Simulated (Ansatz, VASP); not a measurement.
Two plane-wave programs on ScIn3As2

```
CELL_PARAMETERS angstrom
5.76909 0.00000 0.00000
-2.88454 4.99618 0.00000
0.00000 0.00000 5.16075
ATOMIC_POSITIONS crystal
Sc 0.00000 0.00000 0.00000
In 0.50000 0.00000 0.50000
In 0.00000 0.50000 0.50000
In 0.50000 0.50000 0.50000
As 0.33333 0.66667 0.00000
As 0.66667 0.33333 0.00000
```

Change from the starting cell: species swapped into the LaAl2Pt3 type (P6/mmm, No. 191).

Alike in both runs: functional PBE; k mesh 6 × 6 × 4; occupations gaussian, width 0.1 eV; no spin polarisation.

Ansatz relaxed the structure, and its values are those at the end. VASP's run is a single point on that final structure, the one shown.

|  | VASP | Ansatz |
| --- | --- | --- |
| version | VASP 6.6.1 | Ansatz 0.2.0 |
| potentials or method | VASP PAW PBE potentials, release 64 (Sc_sv, In_d, As) | scalar-relativistic, plane waves, PAW |
| plane-wave cutoff (eV) | 520 | 420 |
| valence electrons in the cell | 60 | 80 |

```tsv
	VASP	Ansatz	Ansatz less VASP
gap on the k mesh at the Fermi level (eV)	none	none	-
pressure (GPa)	0.1	0.0	-0.03
```

A gap of «none» marks a metal or a gap that the smearing closes. The two sets of potentials don't hold the same shells in valence.
